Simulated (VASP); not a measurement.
```xyz
2
Lattice="2.9733 0.0000 0.0000 0.0000 2.9733 0.0000 0.0000 0.0000 2.9733" Properties=species:S:1:pos:R:3 pbc="T T T"
Al     1.4867     1.4867     1.4867
Ru     0.0000     0.0000     0.0000
```

Method: PBE GGA with D3 dispersion (Becke-Johnson damping), VASP's PBE PAW potentials (set 64) (plane waves; VASP 6.6.1). Run with 520 eV cut-off, 14×14×14 Γ-centred mesh, tetrahedra with Blöchl corrections, potentials Al Ru_pv.

Problem. The job: RuAl (CsCl type), 2 atoms, PBE-D3(BJ), static run, 520 eV, 14×14×14 Γ-centred mesh. Roughly how much core time does it take on a busy server core?

Solution. About 20 core-seconds (one run on a shared machine, a rough figure). It had 120 irreducible k-points, 12 bands, up to 739 plane waves and 13 electronic steps.

The compound is RuAl in the CsCl type structure. It was relaxed first. The electron count is odd and the run is not spin-polarised, which forces a metal.
